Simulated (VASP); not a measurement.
Data:

```
Cu2ScSi2
1.0
   -1.90284     1.90284     5.01380
    1.90284    -1.90284     5.01380
    1.90284     1.90284    -5.01380
Sc Si Cu
1 2 2
Direct
  0.00000   0.00000   0.00000
  0.61353   0.61353   0.00000
  0.38647   0.38647   0.00000
  0.25000   0.75000   0.50000
  0.75000   0.25000   0.50000
```

Level of theory: LDA (Ceperley-Alder, Perdew-Zunger), VASP's LDA PAW potentials (set 64) (plane waves; VASP). Run with 300 eV cut-off, 9×9×9 Γ-centred mesh, Fermi-Dirac smearing of 0.14 eV, potentials Sc_sv Si Cu.

At this cut-off the stress carries a Pulay error, which pulls relaxed volumes low.

### Question
Which forces act on the atoms, in eV/Å?

### Answer

```csv
atom,Fx,Fy,Fz
Sc1,0.000,0.000,0.000
Si2,0.000,0.000,0.152
Si3,0.000,0.000,-0.152
Cu4,0.000,0.000,0.000
Cu5,0.000,0.000,0.000
```

### Question
Give the stress tensor in GPa (positive for a compressed cell).

### Answer

```
-7.19   0.00   0.00
 0.00  -7.19   0.00
 0.00   0.00  -6.68
```
The pressure is its mean diagonal, -7.02 GPa.

The structure comes from a computed database's Cu2ScSi2 entry (I4/mmm); how it stands against other phases isn't given here. The cell was not relaxed at this level. The electron count is odd and the run is not spin-polarised, which forces a metal.
